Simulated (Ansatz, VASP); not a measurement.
Two plane-wave programs on BeZn2Te3

The input INCAR:

```
SYSTEM = BeZn2Te3
PREC = Accurate ; ENCUT = 520
EDIFF = 1E-6 ; ISMEAR = 0
SIGMA = 0.1 ; LREAL = .FALSE.
LASPH = .TRUE. ; NELM = 80
ALGO = Normal ; ISIF = 2
LWAVE = .FALSE. ; LCHARG = .TRUE.
GGA = PE ; LELF = .TRUE.
LVHAR = .TRUE. ; NBANDS = 31
```

The input KPOINTS:

```
regular mesh
0
G
  6 6 2
  0 0 0
```

Contents of POSCAR:

```
BeZn2Te3
1.0
    4.3569171200      0.0000000000      0.0000000000
   -2.1784585600      3.7732009100      0.0000000000
    0.0000000000      0.0000000000      8.1956078700
Be Zn Te
1 2 3
Direct
    0.0000000000      0.0000000000      0.0000000000
    0.0000000000      0.0000000000      0.2533521100
    0.0000000000      0.0000000000      0.7466478900
    0.6268268900      0.0000000000      0.0000000000
    0.0000000000      0.6268268900      0.0000000000
    0.3731731100      0.3731731100      0.0000000000
```

Input for Ansatz:

```yaml
crystal:
  lattice:
    - [4.35691712, 0.0, 0.0]
    - [-2.17845856, 3.77320091, 0.0]
    - [0.0, 0.0, 8.19560787]
  atoms:
    - { symbol: Be, position: [0.0, 0.0, 0.0] }
    - { symbol: Zn, position: [0.0, 0.0, 0.25335211] }
    - { symbol: Zn, position: [0.0, 0.0, 0.74664789] }
    - { symbol: Te, position: [0.62682689, 0.0, 0.0] }
    - { symbol: Te, position: [0.0, 0.62682689, 0.0] }
    - { symbol: Te, position: [0.37317311, 0.37317311, 0.0] }
basis:
  ecutwfc: 420
kpoints:
  mp_grid: { grid: [6, 6, 2] }
hamiltonian:
  xc: pbe
scf:
  occupations: { method: gaussian, width: 0.1 }
  lower_state_search: "off"
output:
  forces: true
  stress: true
  eigenvalues: true
```

Alike in both runs: task single point; functional PBE; k mesh 6 × 6 × 2; occupations gaussian, width 0.1 eV; no spin polarisation.

```csv
,VASP,Ansatz
version,VASP 6.6.1,Ansatz 0.2.0
potentials or method,"VASP PAW PBE potentials, release 64 (Be, Zn, Te)","scalar-relativistic, plane waves, PAW"
plane-wave cutoff (eV),520,420
valence electrons in the cell,44,74
```

```tsv
	VASP	Ansatz	Ansatz less VASP
gap on the k mesh at the Fermi level (eV)	none	none	-
rms of the force components (eV/Å)	4.866	4.878	+0.0119
```

Atom by atom the forces differ by 0.050 eV/Å (rms over components). A gap of «none» marks a metal or a gap that the smearing closes. With one functional, cell and mesh, what is left measures potentials, basis and numerics. The two sets of potentials don't hold the same shells in valence.

Caveats: the k mesh is coarse (spacing up to 0.38 Å⁻¹), so the values aren't converged; forces of over 1 eV/Å show positions far from the minimum, so gaps and moduli don't describe the material at rest. Spin-orbit coupling is left out, which matters for the levels of Te.
